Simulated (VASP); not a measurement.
Calculation: LDA (Ceperley-Alder, Perdew-Zunger), VASP's LDA PAW potentials (set 64) (plane waves; VASP).

Input for VASP

KPOINTS:
```
Automatic mesh
0
Gamma
7 7 7
0 0 0
```

**POSCAR**
```
Rb(PRu)2
1
   -2.0158100000     2.0158100000     6.6059150000
    2.0158100000    -2.0158100000     6.6059150000
    2.0158100000     2.0158100000    -6.6059150000
Rb P Ru
1 2 2
Direct
  0.0000000000   0.0000000000   0.0000000000
  0.3334900000   0.3334900000   0.0000000000
  0.6665100000   0.6665100000   0.0000000000
  0.7500000000   0.2500000000   0.5000000000
  0.2500000000   0.7500000000   0.5000000000
```

### INCAR
```
# general
SYSTEM  = Rb(PRu)2
PREC    = Accurate
ENCUT   = 300
LREAL   = .FALSE.
LASPH   = .TRUE.

# electronic loop
EDIFF   = 1E-6   # SCF stop (eV)
NELM    = 100
ALGO    = Normal   # blocked Davidson
LMAXMIX = 4

# smearing
ISMEAR  = -1
SIGMA   = 0.1   # width (eV)

# ions
ISIF    = 2   # forces and stress, cell fixed

# output
LWAVE   = .FALSE.
LCHARG  = .FALSE.
```

POTCAR, in this order: Rb_sv P Ru_pv (LDA.64 set). Program: vasp_std.

Output of the run:

**OUTCAR**
```
 ion  position               nearest neighbor table
   1  0.000  0.000  0.000-   3 3.60   3 3.60   3 3.60   2 3.60   3 3.60   2 3.60   2 3.60   2 3.60
                             5 3.87   4 3.87   5 3.87   4 3.87   4 3.87   4 3.87   5 3.87   5 3.87
   2  0.333  0.333  0.000-   4 2.30   5 2.30   5 2.30   4 2.30   1 3.60   1 3.60   1 3.60   1 3.60
  LATTYP: Found a body centered tetragonal cell.
 ALAT       =     4.0316200000
 C/A-ratio  =     3.2770524008
 Subroutine PRICEL returns:
 Original cell was already a primitive cell.
 Subroutine GETGRP returns: Found 16 space group operations
The static configuration has the point symmetry D_4h.
The dynamic configuration has the point symmetry D_4h.
 Subroutine INISYM returns: Found 16 space group operations
 Subroutine IBZKPT returns following result:
 Found     40 irreducible k-points:

 Following reciprocal coordinates:
            Coordinates               Weight
  0.000000  0.000000  0.000000      1.000000
  0.142857  0.000000 -0.000000      8.000000
  0.285714  0.000000  0.000000      8.000000
  0.428571  0.000000  0.000000      8.000000
  0.142857  0.142857 -0.000000      8.000000
  0.285714  0.142857 -0.000000     16.000000
  0.428571  0.142857  0.000000     16.000000
 -0.428571  0.142857 -0.000000     16.000000
 -0.285714  0.142857  0.000000     16.000000
 -0.142857  0.142857  0.000000      4.000000
  0.285714  0.285714 -0.000000      8.000000
  0.428571  0.285714 -0.000000     16.000000
 -0.428571  0.285714 -0.000000     16.000000
 -0.285714  0.285714  0.000000      4.000000
  0.428571  0.428571  0.000000      8.000000
 -0.428571  0.428571  0.000000      4.000000
  0.142857  0.142857  0.142857      8.000000
  0.285714  0.142857  0.142857     16.000000
 -0.142857  0.142857  0.142857      4.000000
  0.285714  0.285714  0.142857      8.000000
  0.428571  0.285714  0.142857      8.000000
 -0.285714  0.285714  0.142857      8.000000
...
```

OSZICAR:
```
       N       E                     dE             d eps       ncg     rms          rms(c)
DAV:   1     0.278720095594E+03    0.27872E+03   -0.19947E+04  2680   0.104E+03
DAV:   2    -0.257675682641E+02   -0.30449E+03   -0.29508E+03  2744   0.319E+02
DAV:   3    -0.390261403324E+02   -0.13259E+02   -0.12929E+02  3112   0.634E+01
DAV:   4    -0.393284612735E+02   -0.30232E+00   -0.30125E+00  2892   0.829E+00
DAV:   5    -0.393371004091E+02   -0.86391E-02   -0.86376E-02  2948   0.124E+00    0.231E+01
DAV:   6    -0.381497836367E+02    0.11873E+01   -0.79857E+00  2460   0.187E+01    0.742E+00
DAV:   7    -0.378238375506E+02    0.32595E+00   -0.27594E+00  2500   0.115E+01    0.668E+00
DAV:   8    -0.376707826991E+02    0.15305E+00   -0.53205E-01  2580   0.519E+00    0.119E+00
DAV:   9    -0.376681062787E+02    0.26764E-02   -0.76854E-02  2868   0.137E+00    0.551E-01
DAV:  10    -0.376661651400E+02    0.19411E-02   -0.73996E-03  2700   0.458E-01    0.137E-01
DAV:  11    -0.376661346484E+02    0.30492E-04   -0.43297E-04  2960   0.103E-01    0.584E-02
DAV:  12    -0.376661400339E+02   -0.53855E-05   -0.76491E-05  2684   0.428E-02    0.200E-02
DAV:  13    -0.376661394595E+02    0.57437E-06   -0.62490E-06  2524   0.134E-02
   1 F= -.37666139E+02 E0= -.37626914E+02  d E =-.784514E-01
```

File OUTCAR:
```
------------------------ aborting loop because EDIFF is reached ----------------------------------------
  FORCE on cell =-STRESS in cart. coord.  units (eV):
  Direction    XX          YY          ZZ          XY          YZ          ZX
  --------------------------------------------------------------------------------------
  Total       -3.1099051     -3.1099051     -2.3161960      0.0000000     -0.0000000      0.0000000
  in kB      -46.4050827    -46.4050827    -34.5615910      0.0000000     -0.0000000      0.0000000
  external PRESSURE =     -42.4572522 kB  Pullay stress =       0.0000000 kB
  volume of cell :      107.37
      direct lattice vectors                 reciprocal lattice vectors
    -2.015810000  2.015810000  6.605915000     0.000000000  0.248039250  0.075689742
     2.015810000 -2.015810000  6.605915000     0.248039250  0.000000000  0.075689742
     2.015810000  2.015810000 -6.605915000     0.248039250  0.248039250  0.000000000
 POSITION                                       TOTAL-FORCE (eV/Angst)
 -----------------------------------------------------------------------------------
      0.00000      0.00000      0.00000        -0.000000     -0.000000      0.000000
      0.00000      0.00000      4.40601        -0.000000     -0.000000     -0.164487
      0.00000      0.00000      8.80582         0.000000      0.000000      0.164487
      0.00000      2.01581      3.30296        -0.000000     -0.000000      0.000000
      2.01581      0.00000      3.30296        -0.000000     -0.000000      0.000000
 -----------------------------------------------------------------------------------
    total drift:                               -0.000000     -0.000000     -0.000000
  FREE ENERGIE OF THE ION-ELECTRON SYSTEM (eV)
  ---------------------------------------------------
  free  energy   TOTEN  =       -37.6661394595 eV

  energy  without entropy=      -37.5876880195  energy(sigma->0) =      -37.62691374
```
(Selected blocks of OUTCAR.)

At this cut-off the stress carries a Pulay error, which pulls relaxed volumes low.

The structure comes from a computed database's RbRu2P2 entry; how it stands against other phases isn't given here. The cell was not relaxed at this level. The k-mesh is coarse (spacing up to 0.31 per Å, 2π included), so the numbers may not be converged in it. The electron count is odd and the run is not spin-polarised, which forces a metal.
